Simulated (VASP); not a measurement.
Computed with r2SCAN meta-GGA, VASP's PBE PAW potentials (set 64) (plane waves; VASP).

A VASP calculation is set up with these files.

**INCAR**
```
# general
SYSTEM  = TiC
PREC    = Accurate
ENCUT   = 520
LREAL   = F
LASPH   = T

# electronic loop
EDIFF   = 1E-7
NELM    = 100
ALGO    = Normal
LMAXMIX = 4
LMIXTAU = T

# smearing
ISMEAR  = -5

# functional
METAGGA = R2SCAN

# ions
ISIF    = 2

# output
LWAVE   = F
LCHARG  = F
LORBIT  = 11
NEDOS   = 601

# other
LEFG    = T
```

**KPOINTS**
```
Automatic mesh
0
gamma
 13 13 7
0 0 0
```

POSCAR:
```
TiC
10.724530
  0.2839255147   0.0000000000   0.0000000000
 -0.1419627573   0.2458867123   0.0000000000
  0.0000000000   0.0000000000   0.5000000134
Ti C
2 2
direct
  0.0000000000   0.0000000000   0.0000000000
  0.0000000000   0.0000000000   0.5000000000
  0.3333330000   0.6666670000   0.2500000000
  0.6666670000   0.3333330000   0.7500000000
```

KPOINTS_OPT:
```
k-points along high-symmetry lines
6
Line-mode
Reciprocal
  0.000000   0.000000   0.000000 ! GAMMA
  0.500000   0.000000   0.000000 ! M

  0.500000   0.000000   0.000000 ! M
  0.333333   0.333333   0.000000 ! K

  0.333333   0.333333   0.000000 ! K
  0.000000   0.000000   0.000000 ! GAMMA

  0.000000   0.000000   0.000000 ! GAMMA
  0.000000   0.000000   0.500000 ! A

  0.000000   0.000000   0.500000 ! A
  0.500000   0.000000   0.500000 ! L

  0.500000   0.000000   0.500000 ! L
  0.333333   0.333333   0.500000 ! H

  0.333333   0.333333   0.500000 ! H
  0.000000   0.000000   0.500000 ! A

  0.500000   0.000000   0.500000 ! L
  0.500000   0.000000   0.000000 ! M

  0.333333   0.333333   0.500000 ! H
  0.333333   0.333333   0.000000 ! K
```

POTCAR, in this order: Ti_sv C (PBE.64 set). Program: vasp_std.

Output

OSZICAR:
```
       N       E                     dE             d eps       ncg     rms          rms(c)
DAV:   1     0.342902630954E+03    0.34290E+03   -0.16690E+04  3360   0.197E+03
DAV:   2    -0.145176923220E+02   -0.35742E+03   -0.34757E+03  3388   0.542E+02
DAV:   3    -0.637905002832E+02   -0.49273E+02   -0.47257E+02  6224   0.167E+02
DAV:   4    -0.662247745968E+02   -0.24343E+01   -0.24242E+01  4260   0.360E+01
DAV:   5    -0.663675305541E+02   -0.14276E+00   -0.14270E+00  5136   0.794E+00    0.253E+01
DAV:   6    -0.503557952973E+02    0.16012E+02   -0.95604E+01  4436   0.976E+01    0.906E+00
DAV:   7    -0.476666466662E+02    0.26891E+01   -0.13396E+01  4592   0.292E+01    0.474E+00
DAV:   8    -0.478784246927E+02   -0.21178E+00   -0.33986E+00  5288   0.120E+01    0.330E+00
DAV:   9    -0.477384734674E+02    0.13995E+00   -0.79694E-01  4896   0.650E+00    0.112E+00
DAV:  10    -0.478908088574E+02   -0.15234E+00   -0.70785E-01  4232   0.686E+00    0.812E-01
DAV:  11    -0.479223487318E+02   -0.31540E-01   -0.63744E-02  5140   0.210E+00    0.342E-01
DAV:  12    -0.479262346697E+02   -0.38859E-02   -0.20597E-03  4604   0.307E-01    0.285E-01
DAV:  13    -0.479427544701E+02   -0.16520E-01   -0.13264E-02  3688   0.103E+00    0.134E-01
DAV:  14    -0.479429928463E+02   -0.23838E-03   -0.33927E-03  4740   0.442E-01    0.476E-02
DAV:  15    -0.479423076925E+02    0.68515E-03   -0.60380E-04  3808   0.252E-01    0.276E-02
DAV:  16    -0.479429496067E+02   -0.64191E-03   -0.34717E-04  3712   0.198E-01    0.622E-03
DAV:  17    -0.479429682375E+02   -0.18631E-04   -0.50203E-05  4776   0.588E-02    0.887E-03
DAV:  18    -0.479429654485E+02    0.27890E-05   -0.34387E-06  4436   0.128E-02    0.704E-03
DAV:  19    -0.479429686281E+02   -0.31796E-05   -0.58112E-07  3880   0.777E-03    0.421E-03
DAV:  20    -0.479429690854E+02   -0.45728E-06   -0.11749E-06  3988   0.100E-02    0.230E-03
DAV:  21    -0.479429680061E+02    0.10793E-05   -0.52593E-07  3776   0.533E-03    0.509E-04
DAV:  22    -0.479429684590E+02   -0.45285E-06   -0.16698E-08  2248   0.161E-03    0.330E-04
DAV:  23    -0.479429675546E+02    0.90437E-06   -0.90783E-09  2216   0.119E-03    0.119E-04
DAV:  24    -0.479429677495E+02   -0.19494E-06   -0.28828E-09  2116   0.552E-04    0.496E-05
DAV:  25    -0.479429677971E+02   -0.47577E-07   -0.14814E-09  2056   0.393E-04
   1 F= -.47942968E+02 E0= -.47942968E+02  d E =0.000000E+00
       N       E                     dE             ncg
```

**OUTCAR**
```
------------------------ aborting loop because EDIFF is reached ----------------------------------------
  FORCE on cell =-STRESS in cart. coord.  units (eV):
  Direction    XX          YY          ZZ          XY          YZ          ZX
  --------------------------------------------------------------------------------------
  Total       -0.0391398     -0.0391398      0.0332153     -0.0000000     -0.0000000     -0.0000000
  in kB       -1.4564129     -1.4564130      1.2359587     -0.0000000     -0.0000000     -0.0000000
  external PRESSURE =      -0.5589557 kB  Pullay stress =       0.0000000 kB
  volume of cell :       43.06
      direct lattice vectors                 reciprocal lattice vectors
     3.044967700  0.000000000  0.000000000     0.328410709  0.189608008  0.000000000
    -1.522483850  2.637019423  0.000000000     0.000000000  0.379216016  0.000000000
     0.000000000  0.000000000  5.362265143     0.000000000  0.000000000  0.186488354
 POSITION                                       TOTAL-FORCE (eV/Angst)
 -----------------------------------------------------------------------------------
      0.00000      0.00000      0.00000        -0.000000      0.000000     -0.000000
      0.00000      0.00000      2.68113        -0.000000      0.000000     -0.000000
     -0.00000      1.75801      1.34057         0.000000      0.000000     -0.000000
      1.52249      0.87901      4.02170        -0.000000      0.000000      0.000000
 -----------------------------------------------------------------------------------
    total drift:                                0.000000     -0.000000      0.000000
  FREE ENERGIE OF THE ION-ELECTRON SYSTEM (eV)
  ---------------------------------------------------
  free  energy   TOTEN  =       -47.9429677971 eV

  energy  without entropy=      -47.9429677971  energy(sigma->0) =      -47.94296780

 total charge

# of ion       s       p       d       tot
------------------------------------------
    1        2.213   6.250   1.854  10.318
    2        2.213   6.250   1.854  10.318
    3        0.901   1.484   0.000   2.385
    4        0.901   1.484   0.000   2.385
--------------------------------------------------
tot          6.228  15.469   3.709  25.405
```
(Selected blocks of OUTCAR.)

For a metal the tetrahedron method with Blöchl corrections gives inexact stress and forces.

The structure was generated: TiC was put into the NiAs type type (P6_3/mmc), which need not be its known phase. It was relaxed first, which changed the volume by -33 %.
